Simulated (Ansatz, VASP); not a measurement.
## NiO2 in two plane-wave programs

Wanted: the spread between two codes on one cell, functional and k mesh. The cell is taken from a series of runs on this material, whose earlier steps may have relaxed, scaled, displaced or heated it; both programs get it as it stands.

Calculated with Ansatz 0.2.0; plane waves, with VASP 6.6.1 beside it; zone-centre phonons at PBEsol.

## (1) Starting point

The structure is trigonal, space group P-3m1 (No. 164). The conventional cell has a = 2.784 Å, b = 2.784 Å, c = 4.920 Å, α = 90.00°, β = 90.00°, γ = 120.00°. Ni has 6 O at 1.86 Å nearest. O has 3 Ni at 1.86 Å nearest. Farther neighbours and most contacts between anions are not listed.

Coordinates:

```cif
data_structure
_symmetry_space_group_name_H-M 'P 1'
_symmetry_Int_Tables_number 1
_cell_length_a 2.7843
_cell_length_b 2.7843
_cell_length_c 4.9199
_cell_angle_alpha 90.000
_cell_angle_beta 90.000
_cell_angle_gamma 120.000
_cell_volume 33.03
loop_
_atom_site_label
_atom_site_type_symbol
_atom_site_fract_x
_atom_site_fract_y
_atom_site_fract_z
_atom_site_occupancy
Ni1 Ni 0.00000 0.00000 0.50000 1
O2 O 0.66667 0.33333 0.68965 1
O3 O 0.33333 0.66667 0.31035 1
```

## (2) Ansatz: zone-centre phonons, PBEsol

Ansatz runs on its default PAW (the set named soft_2) files.

Second derivatives magnify differences that forces hide, and they need a tight electronic threshold.

input.yaml reads:

```yaml
crystal:
  lattice:
    - [2.7842933479, 0.0, 0.0]
    - [-1.3921466739, 2.4112687709, 0.0]
    - [0.0, 0.0, 4.9199398807]
  atoms:
    - { symbol: Ni, position: [0.0, 0.0, 0.5] }
    - { symbol: O, position: [0.6666666667, 0.3333333333, 0.6896521091] }
    - { symbol: O, position: [0.3333333333, 0.6666666667, 0.3103478909] }
kpoints:
  mp_grid: { grid: [16, 16, 8] }
hamiltonian:
  xc: pbesol
scf:
  occupations: { method: fermi_dirac, width: 0.45 }
  n_extra_bands: 9
output:
  eigenvalues: true
phonons:
  method: dfpt
  qmesh: [2, 2, 2]
  temperatures: { t_max: 1000, t_step: 50 }
  qpath:
    path:
      - [[0.0, 0.0, 0.0], [0.5, 0.0, 0.0], [0.33333333, 0.33333333, 0.0], [0.0, 0.0, 0.0], [0.0, 0.0, 0.5], [0.5, 0.0, 0.5], [0.33333333, 0.33333333, 0.5], [0.0, 0.0, 0.5]]
      - [[0.5, 0.0, 0.5], [0.5, 0.0, 0.0]]
      - [[0.33333333, 0.33333333, 0.5], [0.33333333, 0.33333333, 0.0]]
    npoints: 10
```

Launch:

```
$ ansatz run input.yaml --threads 4 --pin off --max-ram 8192MiB --backend cpu --events-out ev --progress --plain --runs-dir out
```

Numbers of over 12 decimals in the logs are rounded to 6 here.

Output:

```text
Warning: phonons: the dynamical matrix that this run interpolates holds no multipole term above the dipole-dipole one, and a site of this crystal is no centre of inversion, so its interpolated transverse optical and acoustic branches and sound speeds can stay off near Gamma, and the density of states and the thermodynamics with them. What a run solves at a wave vector of phonons.qpoints, Gamma apart, where the deck admits one, is free of this, and under fd what a larger phonons.supercell samples
scf.n_extra_bands = 9 over 15 filled bands (N_el = 30.0): the run solves 24 bands
Engine: ansatz 0.2.0, aarch64-unknown-linux-gnu
Pseudopotentials: kind: paw
Pseudopotential: Ni, paw, valence charge 18, recommended cutoff 420 eV (normal), Ni.paw.azcp
Pseudopotential: O, paw, valence charge 6, recommended cutoff 420 eV (normal), O.paw.azcp
Functional definition: PBEsol
  exchange = pbesol_x
  correlation = pbesol_c
Crystal: 3 atoms, lattice volume = 33.031 Å³
Basis set: ecut = 420 eV, 653 PW (Γ), exchange–correlation on 40×40×72 points (8 copies of the dense FFT grid, shifted against one another)
Bands: 24, of which v1, the nominal top of the filled ones, is band 15 counted from 1 (14 counted from 0)
Symmetry: 12 space group operations
k-points: 213 of 2048
Non-local potential: Ni, projectors of the file, l = 0: 3, l = 1: 2, l = 2: 3, l = 3: 1
Non-local potential: O, projectors of the file, l = 0: 2, l = 1: 2, l = 2: 1
PAW form: soft (Blöchl's): semilocal exchange-correlation on the pseudo side does not see the compensation charge
PAW frozen core: Ni, regenerated for the run's functional, and the local potential with it (the file was generated under x = pbe(κ = 0.804, μ = 0.219515), c = pbe(β = 0.066725))
PAW frozen core: O, regenerated for the run's functional, and the local potential with it (the file was generated under x = pbe(κ = 0.804, μ = 0.219515), c = pbe(β = 0.066725))
PAW one-centre angular grid: Ni, 590 points (default); XC on 64 Gauss nodes
PAW one-centre angular grid: O, 110 points (default); XC on 64 Gauss nodes
Initial density: superposition of atomic densities (neutral atoms: chi_scale 0, normalization atom), corrected by the library's trained network
Initial wavefunctions: pseudopotential atomic-orbital guess
Functional: x = pbesol(κ = 0.804, μ = 0.123457), c = pbesol(β = 0.046)
SCF iter   1: F=—  HF=-6924.152896 eV  |F-HF|=—  |Δ(HF+E_count)|=         —  Δρ=1.44e-2  dr2=3.20e-2  ethr=1.77e-3  ⟨swp⟩=5.2  Hψ=21715  notcnv=0  defer=24
preconditioner: auto → LDOS  [insulator: Δε(μ)=1.085 eV  Ē_g=18.622 eV  σ=0.450 eV  W_gap=0.54  n_scr=10 (ndim 8)  ℏωp=30.3 eV  f_vac=0.257  D(μ)=1.26/eV (n_scr^D=10)  ε∞_Penn≈3.6  β→1.0]
SCF iter   2: F=—  HF=-6924.150063 eV  |F-HF|=—  |Δ(HF+E_count)|=   2.83e-3  Δρ=1.29e-2  dr2=2.58e-2  ethr=1.07e-4  ⟨swp⟩=2.5  Hψ=11226  notcnv=0  defer=28
SCF iter   3: F=—  HF=-6924.142062 eV  |F-HF|=—  |Δ(HF+E_count)|=   8.00e-3  Δρ=4.15e-3  dr2=3.44e-3  ethr=8.61e-5  ⟨swp⟩=2.1  Hψ=7834  notcnv=0  defer=28
SCF iter   4: F=—  HF=-6924.141597 eV  |F-HF|=—  |Δ(HF+E_count)|=   4.64e-4  Δρ=1.16e-3  dr2=2.60e-4  ethr=1.15e-5  ⟨swp⟩=1.1  Hψ=4945  notcnv=0  defer=28
SCF iter   5: F=—  HF=-6924.141550 eV  |F-HF|=—  |Δ(HF+E_count)|=   4.78e-5  Δρ=1.32e-4  dr2=3.86e-6  ethr=8.66e-7  ⟨swp⟩=2.7  Hψ=7779  notcnv=0  defer=28
SCF iter   6: F=—  HF=-6924.141545 eV  |F-HF|=—  |Δ(HF+E_count)|=   5.16e-6  Δρ=1.05e-5  dr2=1.23e-8  ethr=1.29e-8  ⟨swp⟩=2.0  Hψ=6244  notcnv=0  defer=28
SCF iter   7: F=—  HF=-6924.141546 eV  |F-HF|=—  |Δ(HF+E_count)|=   1.12e-6  Δρ=4.52e-6  dr2=2.92e-9  ethr=4.11e-11  ⟨swp⟩=2.0  Hψ=8215  notcnv=0  defer=28
SCF iter   8: F=—  HF=-6924.141546 eV  |F-HF|=—  |Δ(HF+E_count)|=   2.20e-9  Δρ=9.67e-7  dr2=2.07e-10  ethr=9.73e-12  ⟨swp⟩=2.5  Hψ=6832  notcnv=0  defer=28
SCF iter   9: F=—  HF=-6924.141546 eV  |F-HF|=—  |Δ(HF+E_count)|=    0.00e0  Δρ=2.31e-7  dr2=1.33e-11  ethr=1.00e-12  ⟨swp⟩=1.1  Hψ=4903  notcnv=0  defer=28
SCF iter  10: F=-6924.141546 eV  HF=-6924.141546 eV  |F-HF|=1.82e-12  |Δ(HF+E_count)|=    0.00e0  Δρ=2.41e-8  dr2=9.43e-14  ethr=1.00e-12  ⟨swp⟩=10.1  Hψ=24134  notcnv=0
SCF 1 converged in 10 iterations: F = -6924.141546 eV  dr2 = 9.43e-14
  greatest PAW one-centre occupation: 1.000 electrons in one spin orbital (limit 2), on the Ni atom at site 0 (counted from 0), in its partial waves of l = 1
Initial density: read from a saved state, or passed on in memory by an earlier SCF of this step, an earlier step, the calling program or the single point that the run made first
iter 1 solved again at ethr=5.92e-8 eV; its pass at ethr=3.10e-3 eV (dr2=1.78e-5 eV) is discarded
SCF iter   1: F=—  HF=-6924.141547 eV  |F-HF|=—  |Δ(HF+E_count)|=         —  Δρ=2.96e-6  dr2=1.96e-9  ethr=5.92e-8  ⟨swp⟩=4.1  Hψ=35512  notcnv=0
[...]
SCF iter   6: F=—  HF=-6923.841219 eV  |F-HF|=—  |Δ(HF+E_count)|=   2.12e-6  Δρ=3.42e-5  dr2=1.56e-7  ethr=1.32e-8  ⟨swp⟩=2.2  Hψ=16752  notcnv=0  defer=1728
SCF iter   7: F=—  HF=-6923.841220 eV  |F-HF|=—  |Δ(HF+E_count)|=   1.42e-6  Δρ=4.40e-6  dr2=3.04e-9  ethr=5.20e-10  ⟨swp⟩=2.4  Hψ=19257  notcnv=0  defer=1575
SCF iter   8: F=—  HF=-6923.841220 eV  |F-HF|=—  |Δ(HF+E_count)|=  1.62e-10  Δρ=1.04e-6  dr2=1.68e-10  ethr=1.01e-11  ⟨swp⟩=2.2  Hψ=19532  notcnv=0  defer=1575
[...]
SCF converged after 10 iterations
Free energy (F): -6924.141546 eV
Harris-Foulkes:  -6924.141546 eV  (|F-HF|=1.82e-12)
Internal energy: -6923.154314 eV  (E = F + TS)
E sigma→0 (E₀):  -6923.647930 eV
Entropy (-TS):   -0.987232 eV (-329.077 meV/atom)
Fermi energy:    6.975753 eV
--- Per-component energies (eV) ---
  E_band       = -528.850844
  E_kinetic    = 623.838015
  E_local      = -6576.964590  (includes V_loc(G=0)·N_el)
  E_nonlocal   = 724.287483
  E_hartree    = 2783.864758
  E_xc         = -228.854103
  E_vxc        = -294.515682  (∫ρ·V_xc dr)
  E_paw        = -1887.678882  (= ΣΔE_a)
  E_vpaw       = -573.230523  (= ΣTr[D̂ρ^β])
  E_aug_tail   = 0.004947  (compensation charges beyond the density's cutoff)
  E_ewald      = -2361.919806
  E_core_change = 0.267865  (= ΣΔE_core)
  E_smearing   = -0.987232  (= −TS)
  E_closure    = 0.000000  (closes the sum)
  Σ components = -6924.141546   (vs F -6924.141546, Δ=0.00e0)
--- Band table (eV; the first three rows and the last of 213) ---
  k-point 0: bands = [... 11 lower, 5.3393, 5.3393, 5.4259, 6.0839, 8.7762, 8.7762, 13.9198, 17.4044, ... 5 higher]
  k-point 1: bands = [... 11 lower, 5.2757, 5.3368, 5.3368, 6.1437, 8.7785, 8.7785, 14.0883, 17.3426, ... 5 higher]
  k-point 2: bands = [... 11 lower, 4.9664, 5.3324, 5.3324, 6.2326, 8.7849, 8.7849, 14.5554, 17.1210, ... 5 higher]
  k-point 212: bands = [... 11 lower, 3.5549, 4.5829, 5.5456, 5.7223, 8.0550, 8.0843, 19.8688, 21.3054, ... 5 higher]
--- Phonons (Γ-DFPT): 4 representative perturbations + reference (Σ response iterations 14) ---
  ASR residual: 2.753e-5 → 0.000e0 eV/Å²; symmetrization residual: 4.901e-7 eV/Å²
  ASR residual per site (eV/Å²): 9.62e-6 2.75e-5 2.75e-5
  Γ frequencies (cm⁻¹): 0.00 0.00 0.00 446.24 446.24 546.98 547.81 547.81 589.16
  Unit cell's response to a homogeneous field, on a k mesh of 16×16×8: 2 representative field directions (Σ response iterations 16)
  ε∞ (high-frequency dielectric tensor):
       13.767721     0.000000    -0.000000
       -0.000000    13.767721    -0.000000
       -0.000000    -0.000000     3.099424
  ε⁰ (static dielectric tensor): not given — the deck does not say what the cell's rigid motions are, and on a molecule in a box or a wire the rigid rotations would enter the sum over the modes at Γ. For a crystal or a slab, whose only rigid motions are the translations, set phonons.rigid_motions: translations.
  Born effective charges Z* (e; rows j = field, columns β = displacement):
    site 0:
         3.70659    0.00000    0.00000
         0.00000    3.70659   -0.00000
        -0.00000   -0.00000    0.46803
    site 1:
        -1.85330   -0.00000    0.00000
        -0.00000   -1.85330    0.00000
         0.00000    0.00000   -0.23401
    site 2:
        -1.85330   -0.00000   -0.00000
        -0.00000   -1.85330    0.00000
        -0.00000    0.00000   -0.23401
  Z* charge neutrality: 3.155e-5 e pre-enforcement
  k-mesh period / interband length: 44.5 Å / 1.89 Å = 23.58 at k = (0.0000, 0.2500, -0.2500), direct gap 1.297 eV — 14 or more, which is no proof of convergence
  optical modes at Γ without the LO–TO term, one row a degenerate level:
      ω (cm⁻¹)  modes    IR ((D/Å)²/amu)
        446.24      2             0.0000
        546.98      1             0.0000
        547.81      2            30.6123
        589.16      1             0.2440
  optical modes at Γ + LO–TO along q̂ = [1.0000, 0.0000, 0.0000]:
      ω (cm⁻¹)  modes    IR ((D/Å)²/amu)
        446.24      2             0.0000
        546.98      1             0.0000
        547.81      1            15.3062
        589.16      1             0.2440
        609.82      1            15.3062
  optical modes at Γ + LO–TO along q̂ = [0.0000, 1.0000, 0.0000]:
      ω (cm⁻¹)  modes    IR ((D/Å)²/amu)
        446.24      2             0.0000
        546.98      1             0.0000
        547.81      1            15.3062
        589.16      1             0.2440
        609.82      1            15.3062
  optical modes at Γ + LO–TO along q̂ = [0.0000, 0.0000, 1.0000]:
      ω (cm⁻¹)  modes    IR ((D/Å)²/amu)
        446.24      2             0.0000
        546.98      1             0.0000
        547.81      2            30.6123
        593.46      1             0.2440
--- Phonons (arbitrary-q DFPT): 4 irreducible q on the 2×2×2 mesh ---
  q = [0.0000, 0.0000, 0.0000] (star 1, of the zone-centre solve; hermiticity 3.71e-8, symmetrization 1.21e-10): -0.00 0.00 0.00 446.24 446.24 546.98 547.81 547.81 589.16
  q = [0.0000, 0.0000, -0.5000] (star 1, 4 solved perturbations in 1534 linear systems a pass and spin channel, the states on 554 of 2048 k-point pairs; hermiticity 1.34e-7, symmetrization 1.21e-9): 6.50 9.06 9.06 445.94 445.94 540.35 548.59 548.59 599.63
  q = [0.0000, -0.5000, 0.0000] (star 3, 6 solved perturbations on 554 of 2048 k-point pairs; hermiticity 2.43e-5, symmetrization 1.16e-5): 210.78 260.85 386.28 396.38 397.71 540.91 555.09 555.96 600.47
  q = [0.0000, -0.5000, -0.5000] (star 3, 6 solved perturbations on 554 of 2048 k-point pairs; hermiticity 1.87e-5, symmetrization 9.27e-6): 211.87 260.59 386.41 395.66 398.03 542.16 555.02 555.06 599.62
  sum rule: each row above includes the acoustic sum rule's correction from the zone centre's row sums; it moved no ω² by more than (0.68 cm⁻¹)²
  mesh force constants: q→R imaginary residual 1.27e-17; ASR residual 2.753e-5 → 0.000e0 eV/Å²; symmetrization residual 2.842e-14 eV/Å²
  interpolated dispersion: 94 rows × 9 modes
  density of states and harmonic sums: on the 26×26×14 q-mesh, interpolated from the force constants of a 2×2×2 supercell (with the dipole–dipole term)
  largest difference from the sums on the solved wave vectors: F 1.32e-2 eV, S 5.21e-5 and C_V 3.19e-5 eV/K
  zero-point energy: 0.234771 eV/cell   skipped modes (ω ≤ 0): 3   rigid motions above zero, counted: 21   left out of the sums: 3.52e-5 of the cell's modes: C_V's classical limit lies that fraction below 3 k_B per atom; for a crystal, a wire or a layer, F and S can be off by more, and a phonons.interpolated_qmesh denser along its periods is the remedy for the sampling
```

(Part 1 of 3 ends here.)

[Lines on the potential files, build, host, timing and source positions are cut from VASP's logs without a mark.]

[Logs are printed without paths, hosts, clocks, repeated set-up lines and the standing remarks that a program may print on its own settings, such as how far it seeks lower states.]

[Hosts, paths, dates, database ids (printed as entryN), source tags and the programs' standing remarks are cut or masked in the printed files.]
